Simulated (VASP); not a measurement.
**BP (F-43m): energy against volume by PBE and RPA**

```
B P
1.0
     0.00000    2.26900    2.26900
     2.26900    0.00000    2.26900
     2.26900    2.26900    0.00000
B P
1 1
Direct
  0.00000 0.00000 0.00000
  0.25000 0.25000 0.25000
```

RPA total energy on PBE orbitals (quartic-scaling ACFDT), PAW potentials of the _GW family (VASP); 4×4×4 mesh, wave cutoff 318.6 eV (477.9 eV for the PBE and exact-exchange energies), correlation extrapolated to infinite response cutoff from cutoffs up to 212.4 eV, 308 bands in all, long-wavelength term: neglected, exchange with the bare kernel with the probe-charge correction. The band count is that of the given cell and grows with the volume.

Energies and volumes of the whole cell, energies counted from the given cell:

```tsv
V/V_given	V (Å³)	PBE (meV)	Hartree-Fock expression on these orbitals (meV)	RPA (meV)
0.92	21.49	116	151	102
0.96	22.43	34	48	27
1.00	23.36	0	0	0
1.04	24.30	5	-3	15
1.08	25.23	43	33	63
```

Problem. Fit third-order Birch-Murnaghan curves. Where are the minima?

Solution. PBE: V0 = 11.84 Å³ an atom (lattice constants +0.5 % against the given cell), B0 = 160 GPa; Hartree-Fock expression on these orbitals: V0 = 11.94 Å³ an atom (lattice constants +0.7 % against the given cell), B0 = 180 GPa; RPA: V0 = 11.74 Å³ an atom (lattice constants +0.2 % against the given cell), B0 = 171 GPa. The RPA points scatter about the fit by some 0.5 meV, so its minimum and above all its modulus are rough.

The mesh is coarse, so these are values at the stated settings, not converged ones.
